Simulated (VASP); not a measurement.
The system is GaC3.

```xyz
4
Lattice="3.3189 0.0000 0.0000 0.0000 3.3189 0.0000 0.0000 0.0000 3.3189" Properties=species:S:1:pos:R:3 pbc="T T T"
Ga    0.0000    0.0000    0.0000
C     0.0000    1.6595    1.6595
C     1.6595    0.0000    1.6595
C     1.6595    1.6595    0.0000
```

The cell comes from a database or a generator and needn't be the stable form of this composition.

Base run:

```yaml
Program: VASP 6.6.1
Functional: PBE
Potentials_or_basis: VASP PAW PBE potentials, release 64 (Ga_d, C)
Cutoff: 520 eV
k_mesh: 6 × 6 × 6
Occupations: fermi-dirac, width 0.1 eV
Spin: no spin polarisation
```

Its results: band gap on the k mesh none (metal or under the smearing width); pressure 1.5 GPa.

Task: The run is repeated on the same cell with these changes: k mesh from 6 × 6 × 6 to 4 × 4 × 4; further incar settings from ALGO = Normal; EDIFF = 1e-07; NBANDS = 20 to ALGO = Normal; EDIFF = 1e-06; NBANDS = 20. What comes out?

Result: Band gap on the k mesh none (metal or under the smearing width); pressure 4.2 GPa.

Caveats: some runs use coarse meshes.
